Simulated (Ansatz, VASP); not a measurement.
Two plane-wave programs on CsBe3

Contents of INCAR:

```
SYSTEM = CsBe3
ALGO = Normal
EDIFF = 1E-7
ENCUT = 520
GGA = PS
ISIF = 2
ISMEAR = 0
LASPH = .True.
LCHARG = .True.
LELF = .True.
LREAL = .False.
LVHAR = .True.
LWAVE = .False.
NBANDS = 16
NELM = 100
PREC = Accurate
SIGMA = 0.1
```

KPOINTS

```
k-points
0
Gamma
  4 4 4
  0 0 0
```

Contents of POSCAR:

```
CsBe3
1.0
    5.2078398300      0.0000000000      0.0000000000
    0.0000000000      5.2078398300      0.0000000000
    0.0000000000      0.0000000000      5.2078398300
Cs Be
1 3
Direct
    0.0000000000      0.0000000000      0.0000000000
    0.0000000000      0.5000000000      0.5000000000
    0.5000000000      0.0000000000      0.5000000000
    0.5000000000      0.5000000000      0.0000000000
```

Input for Ansatz:

```yaml
crystal:
  lattice:
    - [5.20783983, 0.0, 0.0]
    - [0.0, 5.20783983, 0.0]
    - [0.0, 0.0, 5.20783983]
  atoms:
    - { symbol: Cs, position: [0.0, 0.0, 0.0] }
    - { symbol: Be, position: [0.0, 0.5, 0.5] }
    - { symbol: Be, position: [0.5, 0.0, 0.5] }
    - { symbol: Be, position: [0.5, 0.5, 0.0] }
basis:
  ecutwfc: 420
kpoints:
  mp_grid: { grid: [4, 4, 4] }
hamiltonian:
  xc: pbesol
scf:
  occupations: { method: gaussian, width: 0.1 }
output:
  forces: true
  stress: true
  eigenvalues: true
```

Alike in both runs: task single point; functional PBEsol; k mesh 4 × 4 × 4; occupations gaussian, width 0.1 eV; no spin polarisation.

|  | VASP | Ansatz |
| --- | --- | --- |
| version | VASP 6.6.1 | Ansatz 0.2.0 |
| potentials or method | VASP PAW PBE potentials, release 64 (Cs_sv, Be) | scalar-relativistic, plane waves, PAW |
| plane-wave cutoff (eV) | 520 | 420 |
| valence electrons in the cell | 15 | 15 |

|  | VASP | Ansatz | Ansatz less VASP |
| --- | --- | --- | --- |
| gap on the k mesh at the Fermi level (eV) | none | none | - |
| pressure (GPa) | -3.2 | -3.2 | -0.01 |

A gap of «none» marks a metal or a gap that the smearing closes.

Caveats: the PAW data sets were made with another functional, which shifts forces and pressure a little (VASP). The runs have no spin-orbit coupling, so splittings on Cs are missing.
